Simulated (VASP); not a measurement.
Given:

```yaml
crystal:
  lattice:
    - [1.35536, -2.33525, 0.00000]
    - [1.35536, 2.33525, 0.00000]
    - [0.00000, 0.00000, 4.81502]
  atoms:
    - { symbol: Zn, position: [0.33333, 0.66667, 0.25000] }
    - { symbol: Zn, position: [0.70048, 0.36715, 0.75000] }
```

Method: PBE GGA, VASP's PBE PAW potentials (set 64) (plane waves; VASP 6.6.1). Numerical set-up: 400 eV cut-off, 12×12×6 Γ-centred mesh, first-order Methfessel-Paxton smearing of 0.10 eV, potentials Zn.

Which forces act on the atoms, in eV/Å?

| atom | Fx | Fy | Fz |
|---|---|---|---|
| Zn1 | 0.050 | -0.006 | 0.000 |
| Zn2 | -0.050 | 0.006 | 0.000 |

Give the stress tensor in GPa (positive for a compressed cell).

```
-1.34   0.05   0.00
 0.05  -1.86   0.00
 0.00   0.00  -0.66
```
The pressure is its mean diagonal, -1.29 GPa.

The compound is Zn in the hcp structure. The cell was not relaxed at this level, atoms are displaced from their ideal sites. The run is one of a series of settings (KPOINTS 12×12×6 Γ-centred mesh against the base run), some of them coarse on purpose.
